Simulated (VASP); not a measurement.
Consider the following.

```
La
1.0
    1.85168    -3.20721     0.00000
    1.85168     3.20721     0.00000
    0.00000     0.00000    11.84025
La
4
Direct
  0.00000   0.00000   0.50000
  0.00000   0.00000   0.00000
  0.33333   0.66667   0.25000
  0.66667   0.33333   0.75000
```

Method: optB86b-vdW, VASP's PBE PAW potentials (set 64) (plane waves; VASP 6.6.1). Numerical set-up: 520 eV cut-off, 11×11×3 Γ-centred mesh, tetrahedra with Blöchl corrections, potentials La.

The cores are frozen, which limits the accuracy of field gradients.

**Question.** Give the principal components of the electric field gradient (V/Å²) and the asymmetry η at each nucleus.

**Answer.** 
```tsv
atom	Vxx	Vyy	Vzz	η
La1	-13.7	-13.7	27.4	0.00
La2	-13.7	-13.7	27.4	0.00
La3	-19.3	-19.3	38.6	0.00
La4	-19.3	-19.3	38.6	0.00
```

The compound is La in the dhcp structure. It was relaxed first, which changed the volume by -6 %.
